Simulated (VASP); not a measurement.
Input:

```xyz
2
Lattice="3.1270 0.0000 0.0000 0.0000 3.1270 0.0000 0.0000 0.0000 3.1270" Properties=species:S:1:pos:R:3 pbc="T T T"
Zn     1.5635     1.5635     1.5635
Au     0.0000     0.0000     0.0000
```

Method: PBEsol GGA with spin-orbit coupling, VASP's PBE PAW potentials (set 64) (plane waves; VASP 6.6.1). Numerical set-up: 400 eV cut-off, 11×11×11 Γ-centred mesh, Gaussian smearing of 0.050 eV, potentials Zn Au.

Q: Give the energies of bands 15 to 28 at the high-symmetry points, in eV from the Fermi level.

A: 
| band | Γ | X | M | R |
|---|---|---|---|---|
| 15 | -5.58 | -5.41 | -3.97 | -6.07 |
| 16 | -5.58 | -5.41 | -3.97 | -6.07 |
| 17 | -3.75 | -5.32 | -3.94 | -2.93 |
| 18 | -3.75 | -5.32 | -3.94 | -2.93 |
| 19 | -3.75 | -4.56 | -2.84 | -2.93 |
| 20 | -3.75 | -4.56 | -2.84 | -2.93 |
| 21 | -3.01 | -3.57 | -2.33 | 1.56 |
| 22 | -3.01 | -3.57 | -2.33 | 1.56 |
| 23 | 4.28 | -2.13 | -1.72 | 2.73 |
| 24 | 4.28 | -2.13 | -1.72 | 2.73 |
| 25 | 5.46 | 10.32 | 1.02 | 3.78 |
| 26 | 5.46 | 10.32 | 1.02 | 3.78 |
| 27 | 5.46 | 10.58 | 2.78 | 4.37 |
| 28 | 5.46 | 10.58 | 2.78 | 4.37 |

It has no gap at this level: it comes out as a metal or semimetal.

The compound is AuZn in the CsCl type structure. It was relaxed first.
